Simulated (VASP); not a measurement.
GaC3: single point with PBE

The system is GaC3.

```
Ga C
1.0
     3.31895    0.00000    0.00000
     0.00000    3.31895    0.00000
     0.00000    0.00000    3.31895
Ga C
1 3
Cartesian
  0.0000 0.0000 0.0000
  0.0000 1.6595 1.6595
  1.6595 0.0000 1.6595
  1.6595 1.6595 0.0000
```

The cell comes from a database or a generator and needn't be the stable form of this composition.

```json
{"Program": "VASP 6.6.1", "Task": "single point", "Functional": "PBE", "Potentials or basis": "VASP PAW PBE potentials, release 64 (Ga_d, C)", "Cutoff": "520 eV", "k mesh": "6 × 6 × 6", "Occupations": "fermi-dirac, width 0.1 eV", "Spin": "no spin polarisation"}
```

```json
{
  "Pressure": "1.5 GPa",
  "Band gap on the k mesh": "none (metal or under the smearing width)"
}
```

Levels at points of the mesh, in eV from the Fermi level:
```csv
k point,band 9,band 10,band 11,band 12,band 13,band 14,band 15,band 16,band 17,band 18
"(0.00, 0.00, 0.00)",-5.32,-5.32,-5.32,0.07,1.35,1.35,1.35,3.93,3.93,3.93
"(0.50, 0.00, 0.00)",-2.82,-2.82,-1.91,-1.91,-1.62,-0.56,0.72,3.70,3.70,6.47
"(0.50, 0.50, 0.00)",-8.73,-0.98,-0.45,-0.45,-0.38,-0.38,-0.27,4.29,4.63,4.93
"(0.50, 0.50, 0.50)",-7.04,-7.04,-7.04,-6.99,-3.26,4.66,4.66,4.66,5.09,5.09
```

Wall time 18 s on 1 thread of Intel(R) Xeon(R) Platinum 8259CL CPU @ 2.50GHz (Skylake/Cascade Lake) (shared host), peak memory 0.15 GiB.
